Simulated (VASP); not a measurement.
OSZICAR of a VASP run on MnS (relaxed from the zincblende structure, space group F-43m):

### OSZICAR
```
       N       E                     dE             d eps       ncg     rms          rms(c)
DAV:   1     0.106608866377E+03    0.10661E+03   -0.95587E+03  1335   0.102E+03
DAV:   2    -0.106708129084E+02   -0.11728E+03   -0.11270E+03  1340   0.277E+02
DAV:   3    -0.158973360706E+02   -0.52265E+01   -0.51837E+01  1452   0.662E+01
DAV:   4    -0.159672791788E+02   -0.69943E-01   -0.69926E-01  1488   0.793E+00
DAV:   5    -0.159687002674E+02   -0.14211E-02   -0.14210E-02  1488   0.116E+00    0.106E+01
DAV:   6    -0.148443099440E+02    0.11244E+01   -0.10980E+01  1276   0.404E+01    0.112E+01
DAV:   7    -0.147461475711E+02    0.98162E-01   -0.12495E+00  1223   0.168E+01    0.618E+00
DAV:   8    -0.147505613962E+02   -0.44138E-02   -0.60363E-02  1411   0.233E+00    0.334E+00
DAV:   9    -0.147399984825E+02    0.10563E-01   -0.32624E-02  1319   0.182E+00    0.523E-01
DAV:  10    -0.147432856136E+02   -0.32871E-02   -0.65903E-03  1270   0.875E-01    0.213E-01
DAV:  11    -0.147431449321E+02    0.14068E-03   -0.11318E-03  1443   0.266E-01    0.146E-01
DAV:  12    -0.147432629591E+02   -0.11803E-03   -0.19016E-04  1398   0.153E-01    0.931E-02
DAV:  13    -0.147432696701E+02   -0.67109E-05   -0.26402E-05  1389   0.666E-02    0.689E-02
DAV:  14    -0.147432950920E+02   -0.25422E-04   -0.23105E-05  1305   0.483E-02    0.133E-02
DAV:  15    -0.147432967055E+02   -0.16135E-05   -0.25654E-06  1371   0.141E-02    0.400E-03
DAV:  16    -0.147432967632E+02   -0.57754E-07   -0.12979E-07   901   0.390E-03
   1 F= -.14743297E+02 E0= -.14742377E+02  d E =-.147433E+02  mag=     4.9178
       N       E                     dE             d eps       ncg     rms          rms(c)
DAV:   1    -0.159871501089E+02   -0.12439E+01   -0.18519E+01  1200   0.608E+01    0.112E+01
DAV:   2    -0.148310726351E+02    0.11561E+01   -0.60278E+00  1200   0.348E+01    0.896E+00
DAV:   3    -0.147795311372E+02    0.51541E-01   -0.43604E-01  1262   0.105E+01    0.243E+00
DAV:   4    -0.147844724643E+02   -0.49413E-02   -0.12179E-01  1242   0.236E+00    0.158E+00
DAV:   5    -0.147811394138E+02    0.33331E-02   -0.48658E-03  1366   0.937E-01    0.964E-01
DAV:   6    -0.147785908882E+02    0.25485E-02   -0.66930E-03  1307   0.640E-01    0.253E-01
DAV:   7    -0.147783019450E+02    0.28894E-03   -0.81872E-04  1242   0.231E-01    0.793E-02
DAV:   8    -0.147783151360E+02   -0.13191E-04   -0.88641E-05  1312   0.760E-02    0.426E-02
DAV:   9    -0.147783120489E+02    0.30870E-05   -0.21688E-05  1326   0.330E-02    0.317E-02
DAV:  10    -0.147783136579E+02   -0.16090E-05   -0.66984E-06  1235   0.218E-02    0.127E-02
DAV:  11    -0.147783142293E+02   -0.57139E-06   -0.17476E-06  1017   0.105E-02
   2 F= -.14778314E+02 E0= -.14777185E+02  d E =-.350175E-01  mag=     4.7511
       N       E                     dE             d eps       ncg     rms          rms(c)
DAV:   1    -0.148218246803E+02   -0.43511E-01   -0.66056E-01  1200   0.118E+01    0.210E+00
DAV:   2    -0.147822899217E+02    0.39535E-01   -0.18925E-01  1200   0.684E+00    0.185E+00
DAV:   3    -0.147803046568E+02    0.19853E-02   -0.91946E-03  1207   0.148E+00    0.416E-01
DAV:   4    -0.147797929210E+02    0.51174E-03   -0.42280E-03  1443   0.397E-01    0.237E-01
DAV:   5    -0.147796924822E+02    0.10044E-03   -0.40758E-04  1298   0.276E-01    0.165E-01
DAV:   6    -0.147796372223E+02    0.55260E-04   -0.23997E-04  1277   0.121E-01    0.524E-02
DAV:   7    -0.147796305465E+02    0.66758E-05   -0.40005E-05  1228   0.556E-02    0.158E-02
DAV:   8    -0.147796302165E+02    0.33008E-06   -0.59961E-06  1361   0.180E-02
   3 F= -.14779630E+02 E0= -.14778439E+02  d E =-.363335E-01  mag=     4.6996
       N       E                     dE             d eps       ncg     rms          rms(c)
DAV:   1    -0.149528820184E+02   -0.17325E+00   -0.26656E+00  1200   0.236E+01    0.422E+00
DAV:   2    -0.147919880832E+02    0.16089E+00   -0.82085E-01  1200   0.139E+01    0.362E+00
DAV:   3    -0.147803705442E+02    0.11618E-01   -0.47379E-02  1221   0.356E+00    0.857E-01
DAV:   4    -0.147794795407E+02    0.89100E-03   -0.16994E-02  1322   0.762E-01    0.545E-01
DAV:   5    -0.147791126730E+02    0.36687E-03   -0.13713E-03  1333   0.527E-01    0.349E-01
DAV:   6    -0.147788330081E+02    0.27966E-03   -0.81678E-04  1235   0.226E-01    0.106E-01
DAV:   7    -0.147787992105E+02    0.33798E-04   -0.10352E-04  1277   0.796E-02    0.313E-02
DAV:   8    -0.147787981898E+02    0.10207E-05   -0.11990E-05  1348   0.259E-02    0.142E-02
DAV:   9    -0.147787972340E+02    0.95575E-06   -0.31445E-06  1263   0.121E-02
   4 F= -.14778797E+02 E0= -.14778112E+02  d E =-.355005E-01  mag=     4.6122
       N       E                     dE             d eps       ncg     rms          rms(c)
DAV:   1    -0.148589656011E+02   -0.80167E-01   -0.12242E+00  1200   0.163E+01    0.285E+00
DAV:   2    -0.147872553361E+02    0.71710E-01   -0.36003E-01  1200   0.101E+01    0.271E+00
DAV:   3    -0.147817801437E+02    0.54752E-02   -0.17060E-02  1207   0.208E+00    0.564E-01
DAV:   4    -0.147804009293E+02    0.13792E-02   -0.77180E-03  1504   0.642E-01    0.303E-01
DAV:   5    -0.147801554030E+02    0.24553E-03   -0.10428E-03  1242   0.393E-01    0.204E-01
DAV:   6    -0.147800610743E+02    0.94329E-04   -0.22871E-04  1278   0.130E-01    0.641E-02
DAV:   7    -0.147800548025E+02    0.62718E-05   -0.36312E-05  1256   0.632E-02    0.239E-02
DAV:   8    -0.147800549817E+02   -0.17921E-06   -0.99326E-06  1354   0.200E-02
   5 F= -.14780055E+02 E0= -.14779254E+02  d E =-.367582E-01  mag=     4.6638
```

### Question
Which electronic solver shows in the log?

### Answer
It is blocked Davidson (ALGO = Normal, or the opening steps of other solvers). The INCAR had ALGO = Normal.

### Question
How was spin treated?

### Answer
Collinear spin (ISPIN = 2): the summary line carries one mag value, 4.66 μB in the cell.

### Question
Can the final energy be trusted as converged?

### Answer
Self-consistency was reached. It stopped with EDIFF = 1E-6, NELM = 100, NSW = 60 and EDIFFG = -0.01 after 5 ionic steps (PBEsol GGA, plane waves, VASP's PBE PAW potentials (set 64)). Energy and stress use the plane-wave basis of the starting cell. The moments were started parallel, and other spin orders were not tried in this run.

The structure was generated: MnS was put into the zincblende type (F-43m), which need not be its known phase. This run relaxes it. Symmetry was kept, so distortions that lower it aren't found.
